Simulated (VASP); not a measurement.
All values below come from PBE GGA with D3 dispersion (Becke-Johnson damping), VASP's PBE PAW potentials (set 64) (plane waves; VASP).

VASP input:

File KPOINTS:
```
kpoints
0
G
  12 12 7
```

**INCAR**
```
ALGO=Normal
EDIFF=1E-7
EDIFFG=-0.01
ENCUT=520
GGA=PE
IBRION=2
ISIF=4
ISMEAR=1
IVDW=12
LASPH=.TRUE.
LCHARG=.FALSE.
LMAXMIX=6
LREAL=.FALSE.
LWAVE=.FALSE.
NELM=100
NSW=30
PREC=Accurate
SIGMA=0.1
SYSTEM=Lu
```

File POSCAR:
```
Lu
1
    1.7678297601    -3.0619710496     0.0000000000
    1.7678297601     3.0619710496     0.0000000000
    0.0000000000     0.0000000000     5.5125440509
Lu
2
Direct
  0.3333330000   0.6666670000   0.2500000000
  0.6666670000   0.3333330000   0.7500000000
```

POTCAR, in this order: Lu_3 (PBE.64 set). Program: vasp_std.

What VASP printed:

**OSZICAR**
```
       N       E                     dE             d eps       ncg     rms          rms(c)
DAV:   1     0.442166875670E+02    0.44217E+02   -0.88030E+03  3513   0.149E+03
DAV:   2    -0.666630498671E+01   -0.50883E+02   -0.49701E+02  3414   0.712E+02
DAV:   3    -0.880867432196E+01   -0.21424E+01   -0.20295E+01  3512   0.595E+01
DAV:   4    -0.891301734032E+01   -0.10434E+00   -0.10085E+00  3655   0.103E+01
DAV:   5    -0.891591586078E+01   -0.28985E-02   -0.28993E-02  3387   0.202E+00    0.250E+01
DAV:   6    -0.890091220590E+01    0.15004E-01   -0.36585E-02  3322   0.431E+00    0.149E+01
DAV:   7    -0.890637981299E+01   -0.54676E-02   -0.68947E-02  3247   0.574E+00    0.373E-01
DAV:   8    -0.890623653908E+01    0.14327E-03   -0.47764E-03  3278   0.107E+00    0.961E-02
DAV:   9    -0.890624832335E+01   -0.11784E-04   -0.21720E-04  3420   0.231E-01    0.304E-02
DAV:  10    -0.890624368251E+01    0.46408E-05   -0.23685E-05  3400   0.811E-02    0.361E-02
DAV:  11    -0.890624422981E+01   -0.54730E-06   -0.16803E-06  3314   0.192E-02    0.287E-03
DAV:  12    -0.890624442306E+01   -0.19325E-06   -0.76233E-08  1926   0.694E-03    0.139E-03
DAV:  13    -0.890624440881E+01    0.14258E-07   -0.25212E-08  1808   0.948E-03
   1 F= -.95951966E+01 E0= -.95951764E+01  d E =-.959520E+01
       N       E                     dE             d eps       ncg     rms          rms(c)
DAV:   1    -0.890631727999E+01   -0.72857E-04   -0.25210E-03  3113   0.710E-01    0.389E-02
DAV:   2    -0.890628255352E+01    0.34726E-04   -0.77021E-05  3324   0.136E-01    0.221E-02
DAV:   3    -0.890626502363E+01    0.17530E-04   -0.19419E-05  3777   0.577E-02    0.123E-02
DAV:   4    -0.890626502499E+01   -0.13595E-08   -0.25340E-06  3054   0.145E-02    0.457E-03
DAV:   5    -0.890626502071E+01    0.42749E-08   -0.73293E-08  1672   0.637E-03
   2 F= -.95952212E+01 E0= -.95951952E+01  d E =-.246443E-04
```

File OUTCAR:
```
------------------------ aborting loop because EDIFF is reached ----------------------------------------
 Edisp (eV)   -0.68896
  FORCE on cell =-STRESS in cart. coord.  units (eV):
  Direction    XX          YY          ZZ          XY          YZ          ZX
  --------------------------------------------------------------------------------------
  Total      -0.94785    -0.94785    -0.96753     0.00000     0.00000     0.00000
  in kB     -25.44633   -25.44633   -25.97463     0.00000     0.00000     0.00000
  external pressure =      -25.62 kB  Pullay stress =        0.00 kB
  volume of cell :       59.68
      direct lattice vectors                 reciprocal lattice vectors
     1.768504839 -3.063140317  0.000000000     0.282724700 -0.163231177  0.000000000
     1.768504839  3.063140317 -0.000000000     0.282724700  0.163231177 -0.000000000
     0.000000000  0.000000000  5.508336330     0.000000000  0.000000000  0.181543018
 POSITION                                       TOTAL-FORCE (eV/Angst)
 -----------------------------------------------------------------------------------
      1.76850      1.02105      1.37708        -0.000000      0.000000      0.000000
      1.76850     -1.02105      4.13125         0.000000     -0.000000      0.000000
 -----------------------------------------------------------------------------------
    total drift:                               -0.000001      0.000071     -0.000012
  FREE ENERGIE OF THE ION-ELECTRON SYSTEM (eV)
  ---------------------------------------------------
  free  energy   TOTEN  =        -9.5952212401 eV

  energy  without entropy=       -9.5951431114  energy(sigma->0) =       -9.59519520

 reached required accuracy - stopping structural energy minimisation
```
(Selected blocks of OUTCAR.)

CONTCAR:
```
Lu
   1.00000000000000
     1.7685048393326097   -3.0631403172740113    0.0000000000000000
     1.7685048393326097    3.0631403172740113   -0.0000000000000000
     0.0000000000000000    0.0000000000000000    5.5083363298147949
  Lu
     2
Direct
     0.3333330000000032    0.6666669999999968    0.2500000000000000
     0.6666669999999968    0.3333330000000032    0.7500000000000000
```

The compound is Lu in the hcp structure. This cell is one point of a volume scan, at 1.06 of the reference volume. Symmetry was kept, so distortions that lower it aren't found.
